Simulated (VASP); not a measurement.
Method: PBE GGA, VASP's PBE PAW potentials (set 64) (plane waves; VASP).

VASP input:

INCAR:
```
# general
SYSTEM  = BiN
PREC    = Accurate
ENCUT   = 400
LREAL   = .FALSE.   # projection in real space or not
LASPH   = .TRUE.

# electronic loop
EDIFF   = 1E-6   # SCF stop (eV)
NELM    = 100
ALGO    = Normal
LMAXMIX = 4   # l cut-off of mixed one-centre charges

# smearing
ISMEAR  = 0
SIGMA   = 0.05   # width (eV)

# functional
GGA     = PE

# ions
IBRION  = 2   # conjugate gradients
NSW     = 50
ISIF    = 3
EDIFFG  = -0.01   # ionic stop

# output
LWAVE   = .FALSE.
LCHARG  = .FALSE.
```

POSCAR:
```
BiN
1.0
  3.6988090000   0.0000000000   0.0000000000
 -1.8494040000   3.2032620000   0.0000000000
  0.0000000000   0.0000000000   5.1552340000
Bi N
2 2
Cartesian
  0.0000000000   0.0000000000   0.0000000000
  0.0000000000   0.0000000000   2.5776170000
 -0.0000015161   2.1355090678   1.2888085000
  1.8494065161   1.0677529322   3.8664255000
```

KPOINTS:
```
Regular mesh
0
G
8 8 5
```

POTCAR, in this order: Bi_d N (PBE.64 set). Program: vasp_std.

At this cut-off the stress carries a Pulay error, which pulls relaxed volumes low. Energy and stress use the plane-wave basis of the starting cell. Unless said otherwise, spin-orbit coupling is left out, though it shifts the bands of the heavy elements here.

Predict the energy per atom (σ→0), volume per atom, band gap (on the k-mesh).

```yaml
energy per atom (σ→0): -5.075 eV/atom
band gap (on the k-mesh): none (metal, semimetal or under 0.01 eV)
volume_per_atom: 16.84 Å^3/atom
```

### OSZICAR
```
...
       N       E                     dE             d eps       ncg     rms          rms(c)
DAV:   1    -0.203020518314E+02   -0.21558E-03   -0.62584E-03  1688   0.110E+00    0.780E-02
DAV:   2    -0.203019018839E+02    0.14995E-03   -0.39810E-04  1704   0.270E-01    0.325E-02
DAV:   3    -0.203018659736E+02    0.35910E-04   -0.12450E-04  1912   0.165E-01    0.842E-03
DAV:   4    -0.203018641400E+02    0.18335E-05   -0.12722E-05  1704   0.283E-02    0.395E-03
DAV:   5    -0.203018628801E+02    0.12600E-05   -0.16564E-06   968   0.111E-02    0.123E-03
DAV:   6    -0.203018625246E+02    0.35546E-06   -0.35012E-07   728   0.735E-03
  18 F= -.20301863E+02 E0= -.20301076E+02  d E =-.211028E-04
```

The structure was generated: BiN was put into an ordered model structure, which need not be its known phase. This run relaxes it. Symmetry was kept, so distortions that lower it aren't found. The run is one of a series of settings (EDIFFG = -0.01, IBRION = 2, ISIF = 3, NSW = 50 against the base run), some of them coarse on purpose.
